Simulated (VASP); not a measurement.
# Quasiparticle energies of NaCl in VASP, part 6 of 6

Aim: the quasiparticle gap of NaCl, and what it costs to get it. The cell is of the rock-salt type, one of the forms listed for this formula, which need not be the common one. The start is a cell from a database of measured crystal structures.

VASP 6.6.1, plane waves and PAW; the level of theory is named at each step.

So far, quasiparticle gap on the mesh (eV): step 4 (evGW0, evGW0 on PBE) 8.63; step 5 (QPGW0, QPGW0 on PBE) 8.77. Also gap on the k-mesh (eV): step 3 (empty bands, functional PBE) 5.16; step 6 (orbitals for another starting point, PBE) 5.16; step 7 (another starting point, HSE06) 6.57.

The database entry behind the starting cell differs from later determinations by our own check (an axis about 0.4 % short against later determinations), so it need not match the best structure at ambient conditions.

### Step 9. G0W0

This step: G0W0 on HSE06; plane waves and PAW (Na_sv_GW, Cl_GW) (VASP 6.6.1).

One pass of GW corrects the levels to first order, with G and W from the starting orbitals.

Input file INCAR:

```
SYSTEM = NaCl
PREC = Accurate
ENCUT = 400
ISMEAR = 0
SIGMA = 0.01
LREAL = .FALSE.
LHFCALC = .TRUE.
AEXX = 0.25
GGA = PE
HFSCREEN = 0.2
LASPH = .TRUE.
NBANDS = 288
PRECFOCK = Fast
ALGO = EVGW0
NELMGW = 1
ENCUTGW = 200
NOMEGA = 48
NBANDSGW = 16
LWAVE = .FALSE.
LCHARG = .FALSE.
```

Input file POSCAR:

```
NaCl
1.0
    0.0000000000      2.8100000000      2.8100000000
    2.8100000000      0.0000000000      2.8100000000
    2.8100000000      2.8100000000      0.0000000000
Na Cl
1 1
Direct
    0.0000000000      0.0000000000      0.0000000000
    0.5000000000      0.5000000000      0.5000000000
```

Input file KPOINTS:

```
Automatic mesh
0
Gamma
6 6 6
0 0 0
```

The projector-augmented-wave data sets are Na_sv_GW and Cl_GW (PBE family, release 64).

The WAVECAR or CHGCAR of an earlier step is read.

On the command line:

```console
$ mpirun -np 8 vasp_std
```

The program printed:

```text
[banner, memory and clock lines left out]
running    8 mpi-ranks, on    1 nodes
 distrk:  each k-point on    8 cores,    1 groups
 distr:  one band on    1 cores,    8 groups

 POSCAR found type information on POSCAR NaCl
 POSCAR found :  2 types and       2 ions
 [... a notice as in an earlier step ...]

 [... a notice as in an earlier step ...]

 LDA part: xc-table for (Slater+PW92), standard interpolation
 found WAVECAR, reading the header
 POSCAR, INCAR and KPOINTS ok, starting setup
 FFT: planning ... GRIDC
 FFT: planning ... GRID_SOFT
 FFT: planning ... GRID
 reading WAVECAR
 the WAVECAR file was read successfully
 initial charge from wavefunction
 available memory per node:     69.68 GB, setting MAXMEM to     71357

 The Fermi energy was updated, please check that it is located mid-gap
 values below the HOMO (VB) or above the LUMO (CB) will cause erroneous energies
 E-fermi :   1.4024

 calculate exact exchange contribution
 the WAVEDER file was read successfully
energies w=
    0.000    0.000    1.786    0.000    3.566    0.000    5.332    0.000
    7.080    0.000    8.804    0.000   10.501    0.000   12.168    0.000
   13.806    0.000   15.415    0.000   16.996    0.000   18.550    0.000
   20.082    0.000   21.595    0.000   23.093    0.000   24.580    0.000
   26.062    0.000   27.544    0.000   29.032    0.000   30.531    0.000
   32.050    0.000   33.594    0.000   35.173    0.000   36.795    0.000
   38.469    0.000   40.208    0.000   42.023    0.000   43.930    0.000
   45.945    0.000   48.089    0.000   50.385    0.000   52.863    0.000
   55.557    0.000   58.511    0.000   61.779    0.000   65.428    0.000
   69.545    0.000   74.246    0.000   79.680    0.000   86.053    0.000
   93.649    0.000  102.877    0.000  114.340    0.000  128.972    0.000
  148.298    0.000  174.984    0.000  214.156    0.000  277.079    0.000
 responsefunction array rank=     296
 LDA part: xc-table for (Slater+PW92), standard interpolation

 min. memory requirement per mpi rank    338.4 MB, per node   2706.9 MB

 allocating   6 responsefunctions rank=   296
 shmem allocating  48 responsefunctions rank=   296
 response function shared by NCSHMEM nodes    1
 Doing            6  frequencies on each core in blocks of           48
NQ=   1    0.0000    0.0000    0.0000,
|.........|.........|.........|.........|.........|.........|.........|.........
 performed       1115000 updates of chi_q(r,r)
 total number of BLAS operations        714.48 Gflops
NQ=   2    0.1667    0.0000    0.0000,
|.........|.........|.........|.........|.........|.........|.........|.........
 performed       3078000 updates of chi_q(r,r)
 total number of BLAS operations       2026.10 Gflops
NQ=   3    0.3333    0.0000    0.0000,
|.........|.........|.........|.........|.........|.........|.........|.........
 performed       5041000 updates of chi_q(r,r)
 total number of BLAS operations       3319.63 Gflops
NQ=   4    0.5000    0.0000    0.0000,
|.........|.........|.........|.........|.........|.........|.........|.........
 performed       6543000 updates of chi_q(r,r)
 total number of BLAS operations       4208.74 Gflops
NQ=   5    0.1667    0.1667    0.0000,
|.........|.........|.........|.........|.........|.........|.........|.........
 performed       8294000 updates of chi_q(r,r)
 total number of BLAS operations       5427.82 Gflops
NQ=   6    0.3333    0.1667    0.0000,
|.........|.........|.........|.........|.........|.........|.........|.........
 performed      11031000 updates of chi_q(r,r)
 total number of BLAS operations       7282.10 Gflops
NQ=   7    0.5000    0.1667    0.0000,
|.........|.........|.........|.........|.........|.........|.........|.........
 performed      13768000 updates of chi_q(r,r)
 total number of BLAS operations       8962.25 Gflops
NQ=   8   -0.3333    0.1667    0.0000,
|.........|.........|.........|.........|.........|.........|.........|.........
 performed      16505000 updates of chi_q(r,r)
 total number of BLAS operations      10728.39 Gflops
NQ=   9   -0.1667    0.1667    0.0000,
|.........|.........|.........|.........|.........|.........|.........|.........
 performed      18762000 updates of chi_q(r,r)
 total number of BLAS operations      12300.35 Gflops
NQ=  10    0.3333    0.3333    0.0000,
|.........|.........|.........|.........|.........|.........|.........|.........
 performed      20513000 updates of chi_q(r,r)
 total number of BLAS operations      13478.45 Gflops
NQ=  11    0.5000    0.3333    0.0000,
|.........|.........|.........|.........|.........|.........|.........|.........
 performed      23250000 updates of chi_q(r,r)
 total number of BLAS operations      15195.19 Gflops
NQ=  12   -0.3333    0.3333    0.0000,
|.........|.........|.........|.........|.........|.........|.........|.........
 performed      25507000 updates of chi_q(r,r)
 total number of BLAS operations      16652.11 Gflops
NQ=  13    0.5000    0.5000    0.0000,
|.........|.........|.........|.........|.........|.........|.........|.........
 performed      26898000 updates of chi_q(r,r)
 total number of BLAS operations      17562.74 Gflops
NQ=  14    0.5000    0.3333    0.1667,
|.........|.........|.........|.........|.........|.........|.........|.........
 performed      29653000 updates of chi_q(r,r)
 total number of BLAS operations      19391.21 Gflops
NQ=  15   -0.3333    0.3333    0.1667,
|.........|.........|.........|.........|.........|.........|.........|.........
 performed      32168000 updates of chi_q(r,r)
 total number of BLAS operations      20991.85 Gflops
NQ=  16   -0.3333    0.5000    0.1667,
|.........|.........|.........|.........|.........|.........|.........|.........
 performed      34425000 updates of chi_q(r,r)
 total number of BLAS operations      22428.32 Gflops
 resolving degeneracies of screened two electron integrals

 calculate QP shifts <psi_nk| G(iteration)W_0 |psi_nk>: iteration 1
 entering main loop
```

Elapsed: 4.2 min, on 8 MPI ranks of Intel Xeon Platinum 8259CL at 2.50GHz (Skylake/Cascade Lake), shared host; peak memory 3.9 GiB; 31 min of CPU time.

OUTCAR, selected parts (step 9):

```text
   NELECT =      16.0000    total number of electrons

 E-fermi :   1.4024

 QP shifts <psi_nk| G(iteration)W_0 |psi_nk>: iteration 1
 for sc-GW calculations column KS-energies equals QP-energies in previous step
 and V_xc(KS)=  KS-energies - (<T + V_ion + V_H > + <T+V_H+V_ion>^1  + <V_x>^1)
 k-point   1 :       0.0000    0.0000    0.0000
  band No.  KS-energies  QP-energies   sigma(KS)   V_xc(KS)     V^pw_x(r,r')   Z            occupation Imag(sigma)
    ...
      5     -15.7617     -16.1784     -17.7573     -17.1977     -24.2327       0.7447       2.0000       1.5783
      6      -1.8840      -3.3748     -17.3556     -15.5462     -18.8929       0.8239       2.0000       0.1584
      7      -1.8840      -3.3748     -17.3556     -15.5462     -18.8929       0.8239       2.0000       0.1584
      8      -1.8840      -3.3748     -17.3556     -15.5462     -18.8929       0.8239       2.0000       0.1584
      9       4.6889       5.3782      -6.8464      -7.6361      -3.9275       0.8730       0.0000      -0.1393
     10      10.7137      11.6206      -6.5640      -7.6124      -3.4097       0.8650       0.0000      -0.1721
     11      10.7137      11.6206      -6.5640      -7.6124      -3.4097       0.8650       0.0000      -0.1721
     12      10.7137      11.6206      -6.5640      -7.6124      -3.4097       0.8650       0.0000      -0.1721
    ...

 k-point   2 :       0.1667    0.0000    0.0000
  band No.  KS-energies  QP-energies   sigma(KS)   V_xc(KS)     V^pw_x(r,r')   Z            occupation Imag(sigma)
    ...
      5     -15.6728     -16.0871     -17.8578     -17.3014     -24.3157       0.7445       2.0000       1.5531
      6      -2.5106      -4.0397     -16.6387     -14.7733     -18.2269       0.8197       2.0000       0.1693
      7      -1.9600      -3.4600     -17.2816     -15.4601     -18.8294       0.8235       2.0000       0.1599
      8      -1.9600      -3.4600     -17.2816     -15.4601     -18.8294       0.8235       2.0000       0.1599
      9       5.5188       6.2399      -7.2726      -8.1038      -4.3124       0.8675       0.0000      -0.1446
     10       9.9036      10.7132      -6.4061      -7.3444      -3.2895       0.8628       0.0000      -0.1744
     11      11.0173      11.9441      -6.7304      -7.8054      -3.5333       0.8621       0.0000      -0.1780
     12      11.0173      11.9441      -6.7304      -7.8054      -3.5333       0.8621       0.0000      -0.1780
    ...

[... 8 parts as in an earlier step ...]

[... 8 further parts left out ...]
```

This step gave:

| Quantity | Value |
| --- | --- |
| quasiparticle gap on the mesh | 8.753 eV |
| smallest direct quasiparticle gap on the mesh | 8.753 eV |
| gap of the starting orbitals on the mesh | 6.573 eV |

GW takes the gap from 6.573 to 8.753 eV. That is +636 meV against the one-shot pass on PBE. The value holds for 288 bands, ENCUTGW = 200 eV and this mesh, and isn't shown to be converged in them.

### Step 10. Summary

This step: GW series: evGW0 on PBE, QPGW0 on PBE, G0W0 on HSE06; plane waves and PAW (VASP 6.6.1).

This step runs nothing: it gathers the runs above.

Cost is wall time times ranks on a shared host, with the step that makes the empty bands. GW runs:

| level | bands | ENCUTGW (eV) | NOMEGA | k mesh | starting gap (eV) | quasiparticle gap (eV) | direct gap (eV) | cost (core minutes) |
| --- | --- | --- | --- | --- | --- | --- | --- | --- |
| evGW0 on PBE | 288 | 200 | 48 | 6x6x6 | 5.156 | 8.63 | 8.63 | 135.7 |
| QPGW0 on PBE | 288 | 200 | 48 | 6x6x6 | 5.156 | 8.768 | 8.768 | 454.8 |
| G0W0 on HSE06 | 288 | 200 | 48 | 6x6x6 | 6.573 | 8.753 | 8.753 | 107.2 |

### Step 11. What came out

```yaml
evgw0_on_pbe_288_bands_encutgw_200_ev_nomega_48_mesh_6x6x6: 5.156 → 8.630 eV
qpgw0_on_pbe_288_bands_encutgw_200_ev_nomega_48_mesh_6x6x6: 5.156 → 8.768 eV
g0w0_on_hse06_288_bands_encutgw_200_ev_nomega_48_mesh_6x6x6: 6.573 → 8.753 eV
```

evGW0 gives a quasiparticle gap of 8.630 eV on the mesh, 3.47 eV over the PBE gap on the same mesh. On mesh and path the starting valence top lies at Γ and the conduction bottom at Γ, so the starting gap is direct. Both points lie on the GW mesh. Over the final values of the levels run here the gap spans 8.63 to 8.77 eV. In evGW0 the first pass, which is the one-shot result, gives 8.117 eV and pass 4 gives 8.630 eV; the last pass changed the gap by +11 meV, so more passes would move it further. In QPGW0 the first pass gives 8.108 eV and pass 4 gives 8.768 eV; the last pass changed the gap by +54 meV, so more passes would move it further. One-shot gaps: 8.117 eV from PBE and 8.753 eV from HSE06. The starting gaps span 1.42 eV and the one-shot gaps 0.64 eV. Bands, response cutoff and mesh weren't tested for convergence. Not tabulated here, as repeats of values shown or as unfit to read for their mesh, reference level or band range: eps2 curves (empty bands); eps1 curves and static values (empty bands); gaps (empty bands).

[Lines on the potential files, build, host, timing and source positions are cut from VASP's logs without a mark.]

[Logs are printed without paths, hosts, clocks, repeated set-up lines and the standing remarks that a program may print on its own settings, such as how far it seeks lower states.]

[Hosts, paths, dates, database ids (printed as entryN), source tags and the programs' standing remarks are cut or masked in the printed files.]

[Pressures printed for these runs are not shown converged in the cutoff: they can be off by several GPa and have the wrong sign.]

[In band tables of VASP the shares of atoms and orbitals are scaled to a sum of 1 inside the atoms' spheres.]
